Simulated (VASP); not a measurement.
Crystal: Si2WC3.

```
Si W C
1.0
     5.03140    0.00000    0.00000
    -2.51570    4.35732    0.00000
     0.00000    0.00000    3.91999
Si W C
2 1 3
Direct
  0.33333 0.66667 0.00000
  0.66667 0.33333 0.00000
  0.00000 0.00000 0.00000
  0.50000 0.00000 0.50000
  0.00000 0.50000 0.50000
  0.50000 0.50000 0.50000
```

The cell was built by a generator and needn't be a form met in nature.

| Quantity | Value |
| --- | --- |
| Program | VASP 6.6.1 |
| Task | relaxation of cell and atoms |
| Functional | PBE |
| Potentials or basis | VASP PAW PBE potentials, release 64 (Si, W_sv, C) |
| Cutoff | 520 eV |
| k mesh | 4 × 4 × 5 |
| Occupations | gaussian, width 0.15 eV |
| Spin | no spin polarisation |

At the start: pressure -29.0 GPa; volume 14.32 Å³/atom.

Question: How do energy, volume and symmetry change on relaxing?

Answer: Over 13 steps the energy falls by 936.9 meV/atom and the volume is 10.36 Å³/atom (-27.6 %); space group P6/mmm (No. 191, to 0.05 Å).

The path:
| step | energy change (eV) | largest force (eV/Å) | pressure (GPa) | volume (Å³) |
| --- | --- | --- | --- | --- |
| 1 | 0.0000 | 0.0000 | -29.04 | 85.94 |
| 2 | -2.9303 | 0.0000 | 14.71 | 57.49 |
| 3 | -3.0614 | 0.0000 | 1.88 | 61.11 |
| 4 | -3.6721 | 0.0000 | 1.11 | 59.94 |
| 5 | -4.8366 | 0.0000 | 4.98 | 57.85 |
| 6 | -3.3695 | 0.0000 | 63.36 | 51.99 |
| 7 | -5.2033 | 0.0000 | 21.53 | 55.72 |
| 8 | -5.2728 | 0.0000 | 16.51 | 56.23 |
| 9 | -5.5348 | 0.0000 | 6.12 | 59.67 |
| 10 | -5.6129 | 0.0000 | -2.85 | 63.16 |
| 11 | -5.6199 | 0.0000 | -1.23 | 62.46 |
| 12 | -5.6101 | 0.0000 | 1.92 | 61.27 |
| 13 | -5.6216 | 0.0000 | -0.38 | 62.18 |

Final structure:
```
CELL_PARAMETERS angstrom
5.19686 0.00000 0.00000
-2.59843 4.50062 0.00000
0.00000 0.00000 2.65843
ATOMIC_POSITIONS crystal
Si 0.33333 0.66667 0.00000
Si 0.66667 0.33333 0.00000
W 0.00000 0.00000 0.00000
C 0.50000 0.00000 0.50000
C 0.00000 0.50000 0.50000
C 0.50000 0.50000 0.50000
```

Caveat: the k mesh is coarse (spacing up to 0.36 Å⁻¹), so the values aren't converged; the volume moved by over 15 % at a fixed basis, so the end points are rough.
